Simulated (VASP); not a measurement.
Output of a VASP run:

**OUTCAR**
```
 ion  position               nearest neighbor table
   1  0.000  0.000  0.666-   8 2.64   8 2.64   7 2.64
   2  0.500  0.500  0.619-   9 2.64   7 2.64   7 2.64   8 2.64
   3  0.000  0.500  0.524-   8 2.64  10 2.64  10 2.64   9 2.64
   4  0.500  0.000  0.476-  11 2.64   9 2.64   9 2.64  10 2.64
   5  0.000  0.000  0.381-  10 2.64  12 2.64  12 2.64  11 2.64
   6  0.500  0.500  0.334-  11 2.64  11 2.64  12 2.64
   7  0.376  0.000  0.666-   2 2.64   2 2.64   1 2.64
   8  0.876  0.500  0.619-   3 2.64   1 2.64   1 2.64   2 2.64
   9  0.376  0.500  0.524-   2 2.64   4 2.64   4 2.64   3 2.64
  10  0.876  0.000  0.476-   5 2.64   3 2.64   3 2.64   4 2.64
  11  0.376  0.000  0.381-   4 2.64   6 2.64   6 2.64   5 2.64
  12  0.876  0.500  0.334-   5 2.64   5 2.64   6 2.64
  LATTYP: Found a simple orthorhombic cell.
 ALAT       =     4.3111324978
 B/A-ratio  =     1.6295532876
 C/A-ratio  =     6.0864481396
 Subroutine PRICEL returns:
 Original cell was already a primitive cell.
 Subroutine GETGRP returns: Found  4 space group operations
The static configuration has the point symmetry C_1h.
 The point group associated with its full space group is C_2v.
The dynamic configuration has the point symmetry C_1h.
 Subroutine INISYM returns: Found  4 space group operations
 Subroutine IBZKPT returns following result:
 Found      6 irreducible k-points:

 Following reciprocal coordinates:
            Coordinates               Weight
  0.000000  0.000000  0.000000      1.000000
  0.333333  0.000000  0.000000      2.000000
  0.000000  0.200000  0.000000      2.000000
  0.333333  0.200000  0.000000      4.000000
  0.000000  0.400000  0.000000      2.000000
  0.333333  0.400000  0.000000      4.000000
   k-points           NKPTS =      6   k-points in BZ     NKDIM =      6   number of bands    NBANDS=     64
   number of dos      NEDOS =    301   number of ions     NIONS =     12
   total plane-waves  NPLWV = 110592
   dimension x,y,z NGX =    36 NGY =   24 NGZ =  128
   dimension x,y,z NGXF=    72 NGYF=   48 NGZF=  256
   ions per type =               6   6
   PREC   = normal    normal or accurate (medium, high low for compatibility)
   ISTART =      0    job   : 0-new  1-cont  2-samecut
   ICHARG =      2    charge: 1-file 2-atom 10-const
   ISPIN  =      1    spin polarized calculation?
   LNONCOLLINEAR =      F non collinear calculations
   LSORBIT =      F    spin-orbit coupling
   INIWAV =      1    electr: 0-lowe 1-rand  2-diag
   ENCUT  =  400.0 eV  29.40 Ry    5.42 a.u.  11.46  7.03 42.79*2*pi/ulx,y,z
   NELM   =    100;   NELMIN=  4; NELMDL= -5     # of ELM steps
   EDIFF  = 0.1E-04   stopping-criterion for ELM
   LREAL  =      F    real-space projection
   NLSPLINE    = F    spline interpolate recip. space projectors
   LMAXMIX     =    4 max onsite mixed and CHGCAR
   VOSKOWN=      0    Vosko Wilk Nusair interpolation
   EDIFFG = -.3E-01   stopping-criterion for IOM
   NSW    =     50    number of steps for IOM
   NBLOCK =      1;   KBLOCK =     50    inner block; outer block
   IBRION =      2    ionic relax: 0-MD 1-quasi-New 2-CG
   NFREE  =      1    steps in history (QN), initial steepest desc. (CG)
   ISIF   =      2    stress and relaxation
   ISYM   =      2    0-nonsym 1-usesym 2-fastsym
   TEIN   =    0.0    initial temperature
   TEBEG  =    0.0;   TEEND  =   0.0 temperature during run
   SMASS  =  -3.00    Nose mass-parameter (am)
   PSTRESS=    0.0 pullay stress
   NELECT =     108.0000    total number of electrons
   EFERMI =   0.00;   METHOD = LEGACY
   ISMEAR =     0;   SIGMA  =   0.05  broadening in eV -4-tet -1-fermi 0-gaus
   IALGO  =     38    algorithm
   LDIAG  =      T    sub-space diagonalisation (order eigenvalues)
   IMIX   =      4    mixing-type and parameters
     AMIX     =   0.40;   BMIX     =  1.00
     AMIX_MAG =   1.60;   BMIX_MAG =  1.00
     AMIN     =   0.10
   GGA     = PS    functional components
   VOSKOWN =     0    Vosko Wilk Nusair interpolation
   LHFCALC =     F    Hartree Fock is set to
   LHFONE  =     F    Hartree Fock one center treatment
   AEXX    =    0.0000 exact exchange contribution
...
```

File OSZICAR:
```
...
DAV:   3    -0.358905626979E+02    0.38542E-04   -0.33064E-04   896   0.766E-02    0.714E-02
DAV:   4    -0.358905376221E+02    0.25076E-04   -0.12327E-04   864   0.391E-02    0.225E-02
DAV:   5    -0.358905431343E+02   -0.55122E-05   -0.17187E-05   632   0.158E-02
  20 F= -.35890543E+02 E0= -.35890543E+02  d E =-.250412E-02
       N       E                     dE             d eps       ncg     rms          rms(c)
DAV:   1    -0.358905148449E+02    0.22777E-04   -0.71245E-02   768   0.982E-01    0.346E-02
DAV:   2    -0.358905753664E+02   -0.60522E-04   -0.61148E-04   856   0.936E-02    0.169E-02
DAV:   3    -0.358905763149E+02   -0.94854E-06   -0.64404E-06   536   0.113E-02    0.122E-02
DAV:   4    -0.358905803197E+02   -0.40047E-05   -0.66074E-06   552   0.942E-03
  21 F= -.35890580E+02 E0= -.35890580E+02  d E =-.254130E-02
       N       E                     dE             d eps       ncg     rms          rms(c)
DAV:   1    -0.358902076297E+02    0.36869E-03   -0.43589E-01   768   0.243E+00    0.929E-02
DAV:   2    -0.358905583643E+02   -0.35073E-03   -0.38566E-03   864   0.233E-01    0.384E-02
DAV:   3    -0.358905539565E+02    0.44079E-05   -0.45564E-05   792   0.283E-02    0.277E-02
DAV:   4    -0.358905519511E+02    0.20054E-05   -0.23314E-05   648   0.174E-02
  22 F= -.35890552E+02 E0= -.35890552E+02  d E =-.251293E-02
       N       E                     dE             d eps       ncg     rms          rms(c)
DAV:   1    -0.358904538700E+02    0.10009E-03   -0.17467E-01   768   0.154E+00    0.583E-02
DAV:   2    -0.358905943187E+02   -0.14045E-03   -0.15362E-03   856   0.148E-01    0.242E-02
DAV:   3    -0.358905916232E+02    0.26956E-05   -0.16697E-05   584   0.178E-02    0.171E-02
DAV:   4    -0.358905898454E+02    0.17777E-05   -0.11383E-05   488   0.127E-02
  23 F= -.35890590E+02 E0= -.35890590E+02  d E =-.255083E-02
       N       E                     dE             d eps       ncg     rms          rms(c)
DAV:   1    -0.358904319832E+02    0.15964E-03   -0.49696E-01   768   0.262E+00    0.148E-01
DAV:   2    -0.358909826608E+02   -0.55068E-03   -0.63203E-03   864   0.284E-01    0.556E-02
DAV:   3    -0.358909715439E+02    0.11117E-04   -0.80592E-05   848   0.365E-02    0.382E-02
DAV:   4    -0.358909619474E+02    0.95965E-05   -0.27545E-05   672   0.242E-02
  24 F= -.35890962E+02 E0= -.35890962E+02  d E =-.372102E-03
       N       E                     dE             d eps       ncg     rms          rms(c)
DAV:   1    -0.358909635485E+02    0.79954E-05   -0.22678E-03   824   0.176E-01    0.785E-03
DAV:   2    -0.358909662546E+02   -0.27060E-05   -0.26785E-05   640   0.193E-02    0.530E-03
DAV:   3    -0.358909664024E+02   -0.14781E-06   -0.13515E-06   432   0.485E-03    0.430E-03
DAV:   4    -0.358909666612E+02   -0.25887E-06   -0.40818E-07   456   0.271E-03
  25 F= -.35890967E+02 E0= -.35890967E+02  d E =-.376816E-03
       N       E                     dE             d eps       ncg     rms          rms(c)
DAV:   1    -0.358908930760E+02    0.73326E-04   -0.58081E-01   768   0.282E+00    0.106E-01
DAV:   2    -0.358913542105E+02   -0.46113E-03   -0.51324E-03   864   0.272E-01    0.442E-02
DAV:   3    -0.358913474995E+02    0.67110E-05   -0.65597E-05   880   0.338E-02    0.321E-02
DAV:   4    -0.358913419346E+02    0.55649E-05   -0.20584E-05   608   0.194E-02
  26 F= -.35891342E+02 E0= -.35891342E+02  d E =-.375273E-03
```

OUTCAR:
```
------------------------ aborting loop because EDIFF is reached ----------------------------------------
  FORCE on cell =-STRESS in cart. coord.  units (eV):
  Direction    XX          YY          ZZ          XY          YZ          ZX
  --------------------------------------------------------------------------------------
  Total       -0.8988610     -2.1050041     -0.5077869      0.0000000      0.0000000      0.0000000
  in kB       -1.8121599     -4.2438197     -1.0237302      0.0000000      0.0000000      0.0000000
  external PRESSURE =      -2.3599032 kB  Pullay stress =       0.0000000 kB
  volume of cell :      794.71
      direct lattice vectors                 reciprocal lattice vectors
     7.025220135  0.000000000  0.000000000     0.142344294  0.000000000  0.000000000
     0.000000000  4.311132498  0.000000000     0.000000000  0.231957612  0.000000000
     0.000000000  0.000000000 26.239484371     0.000000000  0.000000000  0.038110505
 POSITION                                       TOTAL-FORCE (eV/Angst)
 -----------------------------------------------------------------------------------
      0.37130      0.00000     16.80353         0.000912      0.000000      0.019973
      3.36600      2.15557     16.36731        -0.004971      0.000000      0.017073
      6.90685      2.15557     13.65440         0.001766      0.000000     -0.019701
      3.39424      0.00000     12.58509         0.001766      0.000000      0.019701
      6.87861      0.00000      9.87218        -0.004971      0.000000     -0.017073
      3.88391      2.15557      9.43596         0.000912      0.000000     -0.019973
      2.72701      0.00000     17.71067        -0.008546      0.000000      0.005278
      6.06983      2.15557     16.17764        -0.002752      0.000000      0.004910
      2.53389      2.15557     13.82450         0.013591      0.000000      0.001956
      6.04650      0.00000     12.41498         0.013591      0.000000     -0.001956
      2.55722      0.00000     10.06184        -0.002752      0.000000     -0.004910
      6.23962      2.15557      8.52881        -0.008546      0.000000     -0.005278
 -----------------------------------------------------------------------------------
    total drift:                                0.005328     -0.000000     -0.000021
  FREE ENERGIE OF THE ION-ELECTRON SYSTEM (eV)
  ---------------------------------------------------
  free  energy   TOTEN  =       -35.8913419346 eV

  energy  without entropy=      -35.8913419346  energy(sigma->0) =      -35.89134193

 reached required accuracy - stopping structural energy minimisation
```
(Selected blocks of OUTCAR.)

File POSCAR:
```
CdSe(100) slab
1
    7.0252201352     0.0000000000     0.0000000000
    0.0000000000     4.3111324978     0.0000000000
    0.0000000000     0.0000000000    26.2394843706
Cd Se
6 6
Direct
  0.0000000000   0.0000000000   0.6660020000
  0.5000000000   0.5000000000   0.6185730000
  0.0000000000   0.5000000000   0.5237150000
  0.5000000000   0.0000000000   0.4762850000
  0.0000000000   0.0000000000   0.3814270000
  0.5000000000   0.5000000000   0.3339980000
  0.3760000000   0.0000000000   0.6660020000
  0.8760000000   0.5000000000   0.6185730000
  0.3760000000   0.5000000000   0.5237150000
  0.8760000000   0.0000000000   0.4762850000
  0.3760000000   0.0000000000   0.3814270000
  0.8760000000   0.5000000000   0.3339980000
```

**Question.** Write an INCAR and KPOINTS that could have produced this output.

**Answer.** One answer among several that fit: the input of the run itself, PBEsol GGA, plane waves, VASP's PBE PAW potentials (set 64).

KPOINTS:
```
Automatic mesh
0
Gamma
3 5 1
0 0 0
```

INCAR:
```
ALGO  =  Normal
LWAVE  =  T
LASPH  =  T   # aspherical one-centre terms
LMAXMIX  =  4   # l cut-off of mixed one-centre charges
NELMIN  =  4
LREAL  =  F
LCHARG  =  F
GGA  =  PS
DIPOL  =  0.5 0.5 0.5
NELM  =  100
LDIPOL  =  T
IDIPOL  =  3
EDIFFG  =  -0.03   # ionic stop
ENCUT  =  400
IBRION  =  2
NSW  =  50   # most ionic steps
SYSTEM  =  CdSe(100) slab
ISIF  =  2
PREC  =  Normal
ISMEAR  =  0   # Gaussian
SIGMA  =  0.05   # width (eV)
EDIFF  =  1E-5
```

POTCAR, in this order: Cd Se (PBE.64 set). Program: vasp_std.

The cell is a thin slab with vacuum, built from CdSe (wurtzite): (100) face.
